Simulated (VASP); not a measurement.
Input:

```xyz
2
Lattice="0.0000 2.7707 2.7707 2.7707 0.0000 2.7707 2.7707 2.7707 0.0000" Properties=species:S:1:pos:R:3 pbc="T T T"
Cu     0.0000     0.0000     0.0000
Cl     1.3853     1.3853     1.3853
```

Computed with RPBE GGA, VASP's PBE PAW potentials (set 64) (plane waves; VASP 6.6.1). Numerical set-up: 520 eV cut-off, 8×8×8 Γ-centred mesh, Gaussian smearing of 0.050 eV, potentials Cu Cl.

Problem. What does the run give for the energy per atom (σ→0), band gap (on the k-mesh) with the smallest direct gap where there is one?

Solution. 
```json
{
 "band gap (on the k-mesh)": "0.56 eV",
 "smallest direct gap (on the k-mesh)": "0.56 eV",
 "energy per atom (σ→0)": "-2.830 eV/atom"
}
```

The absolute energy has meaning only against runs of the same code, potentials and settings.

The compound is CuCl in the zinc blende structure. It was relaxed first, which changed the volume by +7 %. The start is the result of an earlier pass.
